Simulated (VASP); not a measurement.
A run of VASP 6.6.1 is set up as follows.

Contents of INCAR:

```
PREC = Accurate
ENCUT = 600
EDIFF = 1E-7
ISMEAR = 1
SIGMA = 0.1
LREAL = F
LASPH = T
NELM = 80
ALGO = Normal
ISIF = 2
LWAVE = F
LCHARG = F
GGA = PE
IVDW = 12
IBRION = 2
NSW = 40
EDIFFG = -0.01
```

File KPOINTS:

```
regular mesh
0
Gamma
  16 16 16
```

File POSCAR:

```
Al                                      
1.0
    0.0000000000      1.9505885363      1.9505885363
    1.9505885363      0.0000000000      1.9505885363
    1.9505885363      1.9505885363      0.0000000000
  Al            
     1
Direct
     0.0000000000000000    0.0000000000000000    0.0000000000000000
```

Potentials or basis: VASP PAW PBE potentials, release 64 (Al).

The run is started by

```sh
$ cat potpaw_PBE.64/Al/POTCAR > POTCAR
$ mpirun -np 1 vasp_std > vasp.out
```

(1) Predict the dispersion energy per atom.

(2) What does it give for the band gap on the k mesh?

Answers

(1) -0.376 eV.

(2) none (metal or under the smearing width).

Caveat: the relaxation stopped at its first step, so nothing moved.
